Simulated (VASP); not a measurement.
## Pb: equilibrium volume by level of theory

Symmetry: Fm-3m, No. 225, cubic system. Conventional cell: a = 4.950 Å, b = 4.950 Å, c = 4.950 Å, α = 90.00°, β = 90.00°, γ = 90.00°. Pb (site symmetry m-3m) is surrounded by 12 Pb at 3.50 Å.

```tsv
rung	level	program and potentials	cutoff (eV)	k mesh	smearing	equilibrium volume (Å³/atom)	notes
LDA	LDA	VASP, LDA PAW files Pb_d, 600 eV	600	14 × 14 × 14	methfessel-paxton 0.1	29.16	14 valence electrons an atom on average
GGA	PBE	VASP, PBE PAW files Pb, 300 eV	300	7 × 7 × 7	methfessel-paxton 0.1	32.15	4 valence electrons an atom on average
GGA	PBE	VASP, PBE PAW files Pb_d, 600 eV	600	14 × 14 × 14	methfessel-paxton 0.1	32.00	14 valence electrons an atom on average
GGA + dispersion	PBE+D3(BJ)	VASP, PBE PAW files Pb_d, 600 eV	600	14 × 14 × 14	methfessel-paxton 0.1	30.51	14 valence electrons an atom on average
GGA	PBEsol	VASP, PBE PAW files Pb_d, 600 eV	600	14 × 14 × 14	methfessel-paxton 0.1	30.03	potentials made for PBE; 14 valence electrons an atom on average
meta-GGA	r2SCAN	VASP, PBE PAW files Pb_d, 600 eV	600	14 × 14 × 14	methfessel-paxton 0.1	31.18	potentials made for PBE; 14 valence electrons an atom on average
```

Task: relaxation of cell and atoms. All rows: no spin polarisation. Smearing widths are in eV. For a metal such meshes aren't converged. Meshes differ between rows, which moves values too. Meshes are those of the run's cell of 1 atom unless a note names another. Relaxations start from the cell shown or near it and stop with a little pressure left. Runs on faulty files, with rough fits or with known faults for this quantity aren't shown. No row holds spin-orbit coupling.

By rung: LDA 29.16; GGA 30.03 to 32.15; GGA + dispersion 30.51; meta-GGA 31.18 (Å³/atom).
